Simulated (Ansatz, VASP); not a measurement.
## One calculation of SrCd, two programs

```xyz
2
Lattice="3.9896 0.0000 0.0000 0.0000 3.9896 0.0000 0.0000 0.0000 3.9896" Properties=species:S:1:pos:R:3 pbc="T T T"
Sr    1.9948    1.9948    1.9948
Cd    0.0000    0.0000    0.0000
```

Change from the starting cell: volume scaled by 0.99.

Alike in both runs: task single point; functional LDA; k mesh 10 × 10 × 10; occupations fermi-dirac, width 0.08 eV; no spin polarisation.

|  | VASP | Ansatz |
| --- | --- | --- |
| version | VASP 6.6.1 | Ansatz 0.2.0 |
| potentials or method | VASP PAW LDA potentials, release 64 (Sr_sv, Cd), cutoff 520 eV | all-electron LAPW, scalar-relativistic |

```csv
,VASP,Ansatz,Ansatz less VASP
pressure (GPa),-1.7,-1.8,-0.11
```

Ansatz ran all-electron here, so the differences hold the error of VASP's frozen core and of both bases.
